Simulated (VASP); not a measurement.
Here is the system:

```yaml
crystal:
  lattice:
    - [4.48918, 0.00000, 0.00000]
    - [0.00000, 4.48918, 0.00000]
    - [0.00000, 0.00000, 6.26977]
  atoms:
    - { symbol: Te, position: [0.50000, 0.50000, 0.00000] }
    - { symbol: Pb, position: [0.00000, 0.00000, 0.00000] }
    - { symbol: Pb, position: [0.50000, 0.50000, 0.50000] }
    - { symbol: S, position: [0.00000, 0.00000, 0.50000] }
```

These are HSE06 screened hybrid, VASP's PBE PAW potentials (set 64) (plane waves; VASP) values and carry that method's errors. Numerical set-up: 400 eV cut-off, 4×4×4 Γ-centred mesh, Gaussian smearing of 0.050 eV, potentials Te Pb_d S.

Unless said otherwise, spin-orbit coupling is left out, though it shifts the bands of the heavy elements here.

Task: What does the run give for the energy per atom (σ→0), pressure, band gap (over the mesh, the named points and PBE's band edges) with the smallest direct gap where there is one?

Result: 
* **band gap (over the mesh, the named points and PBE's band edges)**: 0.57 eV
* **smallest direct gap (over the mesh, the named points and PBE's band edges)**: 0.57 eV
* **energy per atom (σ→0)**: -4763 meV/atom
* **pressure**: -1.02 GPa

The structure comes from a computed database's TePb2S entry (P4/mmm); how it stands against other phases isn't given here. It was relaxed first.
